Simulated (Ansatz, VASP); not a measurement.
# SiH2C (H-SiC-H chair 3 layers, AA): VASP beside Ansatz, part 2 of 2

Aim: how closely do two programs agree when they are given the same cell, functional and k mesh? Of the first pair: The structure shown is the start of the Ansatz relaxation below; VASP solves that cell, so the two are compared at the walk's first step.

VASP 6.6.1 and Ansatz 0.2.0.

So far: The structure; Ansatz: relaxation, PBE with D3(BJ).

## Step 3: VASP: single point, PBE with D3(BJ), start cell, pair 1

Level of this step: PBE with D3(BJ); plane waves and PAW (H, C, Si) (VASP).

The same cell, functional, mesh and smearing now go to VASP, with its own data sets.

Lines of VASP's logs that name or quote its potential files are left out, and so is its time.

File INCAR:

```
SYSTEM = SiH2C
PREC = Accurate
ENCUT = 520
EDIFF = 1E-06
NELM = 120
ISMEAR = -1
SIGMA = 0.05
LREAL = .FALSE.
ALGO = Normal
GGA = PE
IVDW = 12
NBANDS = 27
LORBIT = 11
LWAVE = .FALSE.
LCHARG = .FALSE.
ISIF = 2
LDIPOL = .TRUE.
IDIPOL = 3
DIPOL = 0.5 0.5 0.499
LVHAR = .TRUE.
LASPH = .TRUE.
GGA_COMPAT = .FALSE.
EFERMI = MIDGAP
NELMDL = -8
KPAR = 2
```

File POSCAR:

```
SiH2C
1.0
    3.0855000000      0.0000000000      0.0000000000
   -1.5427500000      2.6721210000      0.0000000000
    0.0000000000      0.0000000000     58.8400000000
H C Si
6 3 3
Direct
    0.6666666667      0.3333333333      0.3815431679
    0.3333333334      0.6666666666      0.4344550136
    0.6666666667      0.3333333333      0.4735440687
    0.3333333334      0.6666666666      0.5264559313
    0.6666666667      0.3333333333      0.5655449864
    0.3333333334      0.6666666666      0.6184568321
    0.6666666667      0.3333333333      0.3997280761
    0.6666666667      0.3333333333      0.4917289769
    0.6666666667      0.3333333333      0.5837298946
    0.3333333334      0.6666666666      0.4103217709
    0.3333333334      0.6666666666      0.5023226886
    0.3333333334      0.6666666666      0.5943235894
```

File KPOINTS:

```
Automatic mesh
0
Gamma
12 12 1
0 0 0
```

The projector-augmented-wave data sets are H, C and Si (PBE family, release 64).

Started as:

```
$ mpirun -np 2 vasp_std
```

Numbers of over 12 decimals in the logs are rounded to 6 here.

Output:

```text
[banner, memory and clock lines left out]
running    2 mpi-ranks, on    1 nodes
 distrk:  each k-point on    1 cores,    2 groups
 distr:  one band on    1 cores,    1 groups

 POSCAR found type information on POSCAR H C Si
 POSCAR found :  3 types and      12 ions
 LDA part: xc-table for (Slater+PW92), standard interpolation
|                                                                             |
|           W    W    AA    RRRRR   N    N  II  N    N   GGGG   !!!           |
|           W    W   A  A   R    R  NN   N  II  NN   N  G    G  !!!           |
|           W    W  A    A  R    R  N N  N  II  N N  N  G       !!!           |
|           W WW W  AAAAAA  RRRRR   N  N N  II  N  N N  G  GGG   !            |
|           WW  WW  A    A  R   R   N   NN  II  N   NN  G    G                |
|           W    W  A    A  R    R  N    N  II  N    N   GGGG   !!!           |
|                                                                             |
|     One of the lattice vectors is very long (>50 A), but AMIN is rather     |
|     large. This can spoil convergence since charge sloshing might occur     |
|     along the long lattice vector. If problems with convergence are         |
|     observed, try to decrease AMIN to a smaller value (e.g. 0.01).          |
|     Note: This warning only applies if the self-consistency cycle is        |
|     used.                                                                   |
|                                                                             |

 POSCAR, INCAR and KPOINTS ok, starting setup
 FFT: planning ... GRIDC
 FFT: planning ... GRID_SOFT
 FFT: planning ... GRID
 WAVECAR not read
 entering main loop
       N       E                     dE             d eps       ncg     rms          rms(c)
DAV:   1     0.198733233161E+03    0.19873E+03   -0.97681E+03  1066   0.783E+02
DAV:   2    -0.398214269487E+02   -0.23855E+03   -0.21899E+03  1616   0.172E+02
DAV:   3    -0.724031032400E+02   -0.32582E+02   -0.32265E+02  1346   0.692E+01
DAV:   4    -0.740259576492E+02   -0.16229E+01   -0.16170E+01  1403   0.185E+01
DAV:   5    -0.740898515572E+02   -0.63894E-01   -0.63866E-01  1486   0.346E+00
DAV:   6    -0.740921464771E+02   -0.22949E-02   -0.22948E-02  1609   0.667E-01
DAV:   7    -0.740922096105E+02   -0.63133E-04   -0.63133E-04  1540   0.938E-02
DAV:   8    -0.740922123094E+02   -0.26989E-05   -0.26988E-05  1572   0.164E-02    0.172E+01
DAV:   9    -0.663950267196E+02    0.76972E+01   -0.17253E+01  1268   0.184E+01    0.837E+00
DAV:  10    -0.657466751246E+02    0.64835E+00   -0.37239E+00  1396   0.858E+00    0.370E+00
DAV:  11    -0.655603232000E+02    0.18635E+00   -0.34065E-01  1404   0.310E+00    0.119E+00
DAV:  12    -0.655269724055E+02    0.33351E-01   -0.93540E-02  1369   0.151E+00    0.350E-01
DAV:  13    -0.655217490473E+02    0.52234E-02   -0.15913E-02  1380   0.622E-01    0.223E-01
DAV:  14    -0.655179255617E+02    0.38235E-02   -0.54690E-03  1361   0.423E-01    0.916E-02
[...]
DAV:  21    -0.655182330223E+02   -0.17238E-03   -0.81022E-06  1180   0.126E-02    0.301E-03
DAV:  22    -0.655182940632E+02   -0.61041E-04   -0.25316E-06  1135   0.641E-03    0.218E-03
DAV:  23    -0.655183390330E+02   -0.44970E-04   -0.18173E-06  1085   0.531E-03    0.793E-04
DAV:  24    -0.655183600468E+02   -0.21014E-04   -0.57214E-07  1096   0.271E-03    0.686E-04
DAV:  25    -0.655183730792E+02   -0.13032E-04   -0.18858E-07  1030   0.138E-03    0.401E-04
DAV:  26    -0.655183810010E+02   -0.79218E-05   -0.11069E-07   995   0.102E-03    0.215E-04
DAV:  27    -0.655183841834E+02   -0.31825E-05   -0.27268E-08   992   0.647E-04    0.101E-04
DAV:  28    -0.655183850473E+02   -0.86388E-06   -0.38064E-09   963   0.290E-04
   1 F= -.66746535E+02 E0= -.66746533E+02  d E =-.476661E-05
```

OUTCAR, selected parts (step 3):

```text
ion  position               nearest neighbor table
   1  0.667  0.333  0.382-   7 1.07
   2  0.333  0.667  0.434-  10 1.42
   3  0.667  0.333  0.474-   8 1.07
   4  0.333  0.667  0.526-  11 1.42
   5  0.667  0.333  0.566-   9 1.07
   6  0.333  0.667  0.618-  12 1.42
   7  0.667  0.333  0.400-   1 1.07  10 1.89  10 1.89  10 1.89
   8  0.667  0.333  0.492-   3 1.07  11 1.89  11 1.89  11 1.89
   9  0.667  0.333  0.584-   5 1.07  12 1.89  12 1.89  12 1.89
  10  0.333  0.667  0.410-   2 1.42   7 1.89   7 1.89   7 1.89
  11  0.333  0.667  0.502-   4 1.42   8 1.89   8 1.89   8 1.89
  12  0.333  0.667  0.594-   6 1.42   9 1.89   9 1.89   9 1.89

  LATTYP: Found a hexagonal cell.
 ALAT       =     3.0855000000
 C/A-ratio  =    19.0698428132

 Subroutine GETGRP returns: Found  6 space group operations
 (whereof  6 operations were pure point group operations)

The static configuration has the point symmetry C_3v.

 Found     19 irreducible k-points:

   k-points           NKPTS =     19   k-points in BZ     NKDIM =     19   number of bands    NBANDS=     27

   dimension x,y,z NGX =    24 NGY =   24 NGZ =  448
   dimension x,y,z NGXF=    48 NGYF=   48 NGZF=  896

   ENCUT  =  520.0 eV  38.22 Ry    6.18 a.u.   5.74  5.74109.40*2*pi/ulx,y,z

   NELECT =      30.0000    total number of electrons

 k-points in reciprocal lattice and weights: Automatic mesh
   0.00000000  0.00000000  0.00000000       0.007
   0.08333333  0.00000000  0.00000000       0.042
   0.16666667  0.00000000  0.00000000       0.042
   0.25000000  0.00000000  0.00000000       0.042
   0.33333333  0.00000000  0.00000000       0.042
   0.41666667  0.00000000  0.00000000       0.042
   0.50000000  0.00000000  0.00000000       0.021
   0.08333333  0.08333333  0.00000000       0.042
   0.16666667  0.08333333  0.00000000       0.083
[...]
0.33333333  0.25000000  0.00000000       0.083
   0.33333333  0.33333333  0.00000000       0.014

 dipolmoment           0.000000      0.000000      0.188103 electrons x Angstroem

 average (electrostatic) potential at core
       1 -41.9528       2 -40.2663       3 -40.5827       4 -38.8951       5 -39.2103
       6 -37.5198       7 -57.2383       8 -55.8663       9 -54.4934      10 -92.4170
      11 -91.0466      12 -89.6749

 E-fermi :  -1.3272

 k-point     1 :       0.0000    0.0000    0.0000
  band No.  band energies     occupation
    ...
     11      -4.5126      2.00000
     12      -3.1422      2.00000
     13      -3.1422      2.00000
     14      -1.7692      1.99971
     15      -1.7692      1.99971
     16      -0.9059      0.00044
     17      -0.2258      0.00000
     18       0.0156      0.00000
     19       0.4772      0.00000
     20       0.9750      0.00000
    ...

 k-point     2 :       0.0833    0.0000    0.0000
  band No.  band energies     occupation
    ...
     11      -4.6634      2.00000
     12      -3.7130      2.00000
     13      -3.2930      2.00000
     14      -2.3406      2.00000
     15      -1.9200      1.99999
     16      -0.7754      0.00003
     17      -0.0799      0.00000
     18       0.1610      0.00000
     19       0.6217      0.00000
     20       1.1170      0.00000
    ...

 k-point     3 :       0.1667    0.0000    0.0000
  band No.  band energies     occupation
    ...
     11      -4.9803      2.00000
     12      -4.6251      2.00000
     13      -3.6629      2.00000
     14      -3.5987      2.00000
     15      -2.2899      2.00000
     16      -0.4058      0.00000
     17       0.3572      0.00000
     18       0.5949      0.00000
     19       1.0473      0.00000
     20       1.3986      0.00000
    ...

 Edisp (eV)   -1.22815

  Total       0.81557     0.81557     8.09019     0.00000    -0.00000     0.00000
  in kB       2.69352     2.69351    26.71869     0.00000    -0.00000     0.00000
  external pressure =       10.70 kB  Pullay stress =        0.00 kB

  energy-cutoff  :      520.00
  volume of cell :      485.13
      direct lattice vectors                 reciprocal lattice vectors
     3.085500000  0.000000000  0.000000000     0.324096581  0.187117275  0.000000000
    -1.542750000  2.672121000  0.000000000     0.000000000  0.374234550  0.000000000
     0.000000000  0.000000000 58.840000000     0.000000000  0.000000000  0.016995241

 POSITION                                       TOTAL-FORCE (eV/Angst)
 -----------------------------------------------------------------------------------
      1.54275      0.89071     22.45000        -0.000000      0.000000     -1.108883
      0.00000      1.78141     25.56333        -0.000000      0.000000      1.494228
      1.54275      0.89071     27.86333        -0.000000      0.000000     -1.119474
      0.00000      1.78141     30.97667        -0.000000      0.000000      1.493342
      1.54275      0.89071     33.27667        -0.000000      0.000000     -1.119869
      0.00000      1.78141     36.39000        -0.000000      0.000000      1.479715
      1.54275      0.89071     23.52000         0.000000      0.000000      1.730962
      1.54275      0.89071     28.93333         0.000000      0.000000      1.715736
      1.54275      0.89071     34.34667        -0.000000     -0.000000      1.709406
      0.00000      1.78141     24.14333        -0.000000     -0.000000     -2.060087
      0.00000      1.78141     29.55667         0.000000      0.000000     -2.089645
      0.00000      1.78141     34.97000        -0.000000      0.000000     -2.125433
 -----------------------------------------------------------------------------------
    total drift:                               -0.000000      0.000022     -0.000074

  FREE ENERGIE OF THE ION-ELECTRON SYSTEM (eV)
  ---------------------------------------------------
  free  energy   TOTEN  =       -66.7465351899 eV

  energy  without entropy=      -66.7465304233  energy(sigma->0) =      -66.74653281

 vacuum level on the upper side and lower side of the slab         3.886        -0.242

 total charge
# of ion       s       p       d       tot
------------------------------------------
    1        0.645   0.054   0.000   0.699
    2        0.615   0.016   0.000   0.631
    3        0.645   0.054   0.000   0.699
    4        0.615   0.016   0.000   0.631
    5        0.645   0.054   0.000   0.699
    6        0.615   0.016   0.000   0.631
    7        0.838   1.748   0.000   2.586
    8        0.838   1.748   0.000   2.586
    9        0.838   1.748   0.000   2.586
   10        0.723   1.022   0.000   1.744
   11        0.723   1.022   0.000   1.744
   12        0.722   1.021   0.000   1.744
--------------------------------------------------
tot          8.462   8.520   0.000  16.981

[... 3 further parts left out ...]
```

## Step 4: Side by side

Known differences besides the potentials themselves: Ansatz cuts the interaction across the vacuum, VASP repeats the sheet with a dipole correction; the cutoff is 420 eV in Ansatz and 520 eV in VASP. Total energies have different zeros and are not compared.

Forces on 7 of the 12 atoms, those with the largest forces and the largest differences (eV/Å; atoms numbered as in POSCAR):

| atom | Ansatz x, y, z | VASP x, y, z |
| --- | --- | --- |
| H2 | 0.000, 0.000, 1.515 | 0.000, 0.000, 1.494 |
| C7 | 0.000, 0.000, 1.711 | 0.000, 0.000, 1.731 |
| C8 | 0.000, 0.000, 1.696 | 0.000, 0.000, 1.716 |
| C9 | 0.000, 0.000, 1.690 | 0.000, 0.000, 1.709 |
| Si10 | 0.000, 0.000, -2.085 | 0.000, 0.000, -2.060 |
| Si11 | 0.000, 0.000, -2.115 | 0.000, 0.000, -2.090 |
| Si12 | 0.000, 0.000, -2.151 | 0.000, 0.000, -2.125 |

The forces differ by 13 meV/Å r.m.s., which is 1.4 % of the r.m.s. force of 0.948 eV/Å (both taken over all components). With vacuum in the cell, a pressure given here is an average over mostly empty space and none of the material.

## Step 5: Ansatz: relaxation, PBE with D3(BJ)

This run makes the geometry at which the two programs are then compared.

The structure compared here is the end of the Ansatz relaxation.

File input.yaml:

```yaml
crystal:
  lattice:
    - [3.0855, 0.0, 0.0]
    - [-1.54275, 2.6721213834, 0.0]
    - [0.0, 0.0, 58.8399999985]
  atoms:
    - { symbol: H, position: [0.6666666667, 0.3333333333, 0.3815431679] }
    - { symbol: C, position: [0.6666666667, 0.3333333333, 0.3997280762] }
    - { symbol: Si, position: [0.3333333333, 0.6666666667, 0.4103217766] }
    - { symbol: H, position: [0.3333333333, 0.6666666667, 0.4344550193] }
    - { symbol: H, position: [0.6666666667, 0.3333333333, 0.4735440743] }
    - { symbol: C, position: [0.6666666667, 0.3333333333, 0.4917289826] }
    - { symbol: Si, position: [0.3333333333, 0.6666666667, 0.502322683] }
    - { symbol: H, position: [0.3333333333, 0.6666666667, 0.5264559257] }
    - { symbol: H, position: [0.6666666667, 0.3333333333, 0.5655449807] }
    - { symbol: C, position: [0.6666666667, 0.3333333333, 0.583729889] }
    - { symbol: Si, position: [0.3333333333, 0.6666666667, 0.5943235894] }
    - { symbol: H, position: [0.3333333333, 0.6666666667, 0.6184568321] }
  periodic: [true, true, false]
kpoints:
  mp_grid: { grid: [12, 12, 1] }
hamiltonian:
  xc: pbe
  dispersion: d3bj
scf:
  occupations: { method: fermi_dirac, width: 0.05 }
  convergence: { dr2_threshold: 1.0e-09 }
relax:
  f_tol: 0.004
  max_steps: 90
  cell: {}
output:
  write_potential: true
  write_density: true
  volumetric_format: npy
```

Started as:

```
$ ansatz run input.yaml --threads 2 --pin off --max-ram 3072MiB --backend cpu --events-out ev --progress --plain --runs-dir out
```

Output:

```text
[...]
Crystal: 12 atoms, lattice volume = 485.126 Å³
Basis set: ecut = 420 eV, 9449 PW (Γ), exchange–correlation on 48×48×800 points (8 copies of the dense FFT grid, shifted against one another)
Bands: 27, of which v1, the nominal top of the filled ones, is band 15 counted from 1 (14 counted from 0)
Symmetry: 6 space group operations
[...]
- { symbol: H, position: [0.666667, 0.333333, 0.473192] }
    - { symbol: C, position: [0.666667, 0.333333, 0.491972] }
    - { symbol: Si, position: [0.333333, 0.666667, 0.501754] }
    - { symbol: H, position: [0.333333, 0.666667, 0.527140] }
    - { symbol: H, position: [0.666667, 0.333333, 0.555194] }
    - { symbol: C, position: [0.666667, 0.333333, 0.573972] }
    - { symbol: Si, position: [0.333333, 0.666667, 0.583761] }
    - { symbol: H, position: [0.333333, 0.666667, 0.609182] }
[key lines of the parts left out:]
SCF converged after 7 iterations
Free energy (F): -2758.271605 eV
Fermi energy:    -3.501672 eV
P = ½ c Tr σ = 0.0317 N/m
```

## Step 6: VASP: single point, PBE with D3(BJ), relaxed cell, pair 2

The same cell, functional, mesh and smearing now go to VASP, with its own data sets.

INCAR is that of step 3.

File POSCAR:

```
SiH2C
1.0
    3.1080463939      0.0000000000      0.0000000000
   -1.5540231969      2.6916471333      0.0000000000
    0.0000000000      0.0000000000     58.8399999985
H C Si
6 3 3
Direct
    0.6666666667      0.3333333333      0.3911438887
    0.3333333334      0.6666666666      0.4451431018
    0.6666666667      0.3333333333      0.4731922740
    0.3333333334      0.6666666666      0.5271400784
    0.6666666667      0.3333333333      0.5551937414
    0.3333333334      0.6666666666      0.6091822854
    0.6666666667      0.3333333333      0.4099452548
    0.6666666667      0.3333333333      0.4919717034
    0.6666666667      0.3333333333      0.5739717726
    0.3333333334      0.6666666666      0.4197564039
    0.3333333334      0.6666666666      0.5017536720
    0.3333333334      0.6666666666      0.5837608206
```

KPOINTS is that of step 3.

Started as:

```
$ mpirun -np 2 vasp_std
```

Output:

```text
[banner, memory and clock lines left out]
running    2 mpi-ranks, on    1 nodes
[...]
LDA part: xc-table for (Slater+PW92), standard interpolation
 [... a notice as in an earlier step ...]

 POSCAR, INCAR and KPOINTS ok, starting setup
[...]
entering main loop
       N       E                     dE             d eps       ncg     rms          rms(c)
DAV:   2    -0.382390879026E+02   -0.23963E+03   -0.21845E+03  1597   0.171E+02
DAV:   3    -0.717609282851E+02   -0.33522E+02   -0.33191E+02  1333   0.701E+01
DAV:   4    -0.735250670590E+02   -0.17641E+01   -0.17583E+01  1411   0.196E+01
DAV:   5    -0.735927513797E+02   -0.67684E-01   -0.67636E-01  1465   0.360E+00
[...]
DAV:  28    -0.657449849913E+02   -0.26591E-05   -0.42691E-08   964   0.995E-04    0.175E-04
DAV:  29    -0.657449862758E+02   -0.12845E-05   -0.23967E-08   937   0.862E-04    0.111E-04
DAV:  30    -0.657449870840E+02   -0.80820E-06   -0.14786E-08   925   0.471E-04
   1 F= -.67056272E+02 E0= -.67056135E+02  d E =-.273645E-03
```

OUTCAR, selected parts (step 6):

```text
 Edisp (eV)   -1.31129

  Total      -0.10084    -0.10084    -0.06652    -0.00000     0.00000     0.00000
  in kB      -0.32823    -0.32823    -0.21651    -0.00000     0.00000     0.00000
  external pressure =       -0.29 kB  Pullay stress =        0.00 kB

 POSITION                                       TOTAL-FORCE (eV/Angst)
 -----------------------------------------------------------------------------------
      1.55402      0.89722     23.01491        -0.000000     -0.000000     -0.026940
      0.00000      1.79443     26.19222        -0.000000     -0.000000     -0.014829
      1.55402      0.89722     27.84263        -0.000000     -0.000000     -0.027001
      0.00000      1.79443     31.01692        -0.000000     -0.000000     -0.014695
      1.55402      0.89722     32.66760        -0.000000     -0.000000     -0.027265
      0.00000      1.79443     35.84429        -0.000000     -0.000000     -0.014899
      1.55402      0.89722     24.12118        -0.000000      0.000000      0.022577
      1.55402      0.89722     28.94762        -0.000000      0.000000      0.022604
      1.55402      0.89722     33.77250         0.000000      0.000000      0.022640
      0.00000      1.79443     24.69847         0.000000      0.000000      0.019358
      0.00000      1.79443     29.52319         0.000000     -0.000000      0.019124
      0.00000      1.79443     34.34849        -0.000000     -0.000000      0.019326
 -----------------------------------------------------------------------------------
    total drift:                               -0.000000      0.000000     -0.000125

  FREE ENERGIE OF THE ION-ELECTRON SYSTEM (eV)
  ---------------------------------------------------
  free  energy   TOTEN  =       -67.0562722713 eV

  energy  without entropy=      -67.0559986260  energy(sigma->0) =      -67.05613545

[... 1 part as in an earlier step ...]

[... 2 further parts left out ...]
[key lines of the parts left out:]
E-fermi :  -1.6655
```

## Step 7: Comparison

Compared:

| quantity | Ansatz | VASP | difference |
| --- | --- | --- | --- |
| gap on the k mesh (eV) | 0.397 | 0.396 | +0.001 |

At this near-relaxed geometry the largest component of a force difference is 28 meV/Å. A gap on the mesh is an upper bound, since the band edges may lie between its points. With vacuum in the cell, a pressure given here is an average over mostly empty space and none of the material.

## Step 8: Results

```json
{
  "r.m.s. force difference (single point, PBE with D3(BJ), start cell, pair 1)": "1.4 % of the r.m.s. force",
  "r.m.s. force difference (single point, PBE with D3(BJ), relaxed cell, pair 2)": "12 meV/Å"
}
```

The r.m.s. force difference is 12 meV/Å (single point, PBE with D3(BJ), relaxed cell, pair 2), at about the 12 meV/Å picked in this series as the mark of a large difference. What causes the difference of the single point, PBE with D3(BJ), relaxed cell, pair 2 pair stays open here. Such differences can come from data sets, numerical settings and the points named under the comparisons, not from the functional's error against experiment.

[Lines on the potential files, build, host, timing and source positions are cut from VASP's logs without a mark.]

[Logs are printed without paths, hosts, clocks, repeated set-up lines and the standing remarks that a program may print on its own settings, such as how far it seeks lower states.]

[Hosts, paths, dates, database ids (printed as entryN), source tags and the programs' standing remarks are cut or masked in the printed files.]
